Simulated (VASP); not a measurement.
An input for Ansatz (written as the equivalent of a VASP run, and not itself run):

Ansatz 0.2 input:
```yaml
crystal:
  lattice:
    - [0.0000000, 2.0550600, 2.0550600]
    - [2.0550600, 0.0000000, 2.0550600]
    - [2.0550600, 2.0550600, 0.0000000]
  atoms:
    - { symbol: Mg, position: [0.0018910, -0.0076220, 0.0067860] }
    - { symbol: O, position: [0.4981090, 0.5076220, 0.4932140] }
kpoints:
  mp_grid: { grid: [11, 11, 11] }
hamiltonian:
  xc: pbe
  pseudopotentials: { kind: paw }
scf:
  occupations: { method: gaussian, width: 0.01 }
  max_iter: 100
output: { forces: true, stress: true, eigenvalues: true }
```

**Question.** Translate this input to VASP (INCAR, KPOINTS, POSCAR, choice of POTCAR).

**Answer.** Several could match; the one computed here: 
KPOINTS:
```
kpoints
0
Gamma
11 11 11
```

**INCAR**
```
SYSTEM  =  MgO
PREC  =  Accurate; ENCUT  =  400; LREAL  =  .FALSE.
LASPH  =  .TRUE.
EDIFF  =  1E-6; NELM  =  100; ALGO  =  Normal
ISMEAR  =  0; SIGMA  =  0.01
GGA  =  PE
ISIF  =  2
LWAVE  =  .FALSE.; LCHARG  =  .FALSE.
```

**POSCAR**
```
MgO
1
    0.0000000000     2.0550600000     2.0550600000
    2.0550600000     0.0000000000     2.0550600000
    2.0550600000     2.0550600000     0.0000000000
Mg O
1 1
Direct
  0.0018910000  -0.0076220000   0.0067860000
  0.4981090000   0.5076220000   0.4932140000
```

POTCAR, in this order: Mg O (PBE.64 set). Program: vasp_std.

The two are equivalent in intent, not identical: each code has its own PAW files, so the cut-off isn't converted (ENCUT is set for VASP's; basis.ecutwfc is left out, and Ansatz then takes the one that its files recommend); Ansatz stops its SCF on the density residual and VASP on the energy change (EDIFF).

The structure comes from a computed database's MgO entry; how it stands against other phases isn't given here. The cell was not relaxed at this level, atoms are displaced from their ideal sites.
